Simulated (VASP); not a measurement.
**Bulk modulus of zinc-blende II-VI compounds: measurement against r2SCAN**

Computed values from VASP (plane waves, PAW); cells keep the symmetry of their structure type. Static lattice, from a third-order Birch-Murnaghan fit over five volumes at each level.

Here x stands for r2SCAN B0 and y for measured B0.

| solid | r2SCAN B0 (GPa) | measured B0 (GPa) | cut-off (eV) | basis of the measured value |
|---|---|---|---|---|
| HgTe | 40.0 | ? | 520 | mostly room temperature (not given in the table), as measured |
| CdTe | 40.3 | 43.7 | 520 | room temperature, as measured |
| BeTe | 59.7 | 67.0 | 520 | room temperature, as measured |
| ZnSe | 65.8 | 62.4 | 520 | mostly room temperature (not given in the table), as measured |
| ZnS | 78.1 | 77.1 | 520 | mostly room temperature (not given in the table), as measured |
| BeS | 97.1 | 105.0 | 520 | room temperature, as measured |

The 5 complete rows are fitted with a straight line, y against x. With u = x - 68, the rows have u = -27.700, -8.300, -2.200, 10.100, 29.100. Means: u 0.20000, y 71.04. About the means, the sum of products is 1859.3 and the sum of squares of u is 1789.6; the slope is their ratio. Least squares gives y = 70.83 + 1.0389·u. Residuals (row less fit): 1.65, 4.79, -6.14, -4.22, 3.94; standard error 5.68 (degrees of freedom: 3). The slope is 1.04 with a standard error of 0.13. Before the fit, r2SCAN less measured has mean -2.84, mean absolute 4.60 and median absolute 3.40 GPa over these 5 rows.

Task: Predict the withheld y at x = 40.0 from the fit, and compare with measurement.

Result: u = -28.000, so y = 70.83 + 1.0389 × (-28.000) = 41.74 GPa. The measured value is 42.3 GPa, 0.56 GPa above the prediction (0.9 % of the range of y in the table). The row lies outside the fitted rows, so this is an extrapolation. From the scatter of the fitted rows alone, a prediction at this place has a standard error of 7.28 GPa, so the miss is 0.1 times that.

Plain r2SCAN misses this row by -2.3 GPa. These measured values aren't marked as zero-point corrected, so thermal and zero-point effects can be part of a miss beside the level's own error; see the basis column. The rows are a random draw of 6 from the 6 solids that have both values on this basis (room or unstated temperature), of 7 computed in this series. Not drawn: V to Ni and open 4f shells, rows kept for tests, unfit runs, cells that left their space group, values derived or compiled from fits, values whose temperature is given only as extrapolated, encyclopaedia, home-page and unnamed sources, sources from 2025 on, soft halide and hydride lattices. Measured values as quoted by these papers, many of them computational: HgTe Cormac Toher et al., Physical Review Materials (2017), arXiv:1611.05714; CdTe Elmahjoubi et al., (2023), arXiv:2303.01780; BeTe Elmahjoubi et al., (2023), arXiv:2303.01780; ZnSe Cormac Toher et al., Physical Review Materials (2017), arXiv:1611.05714; ZnS Cormac Toher et al., Physical Review Materials (2017), arXiv:1611.05714; BeS Narayana, Nesamony, Ruoff, Phys. Rev. B 56, no. 22 (1997).
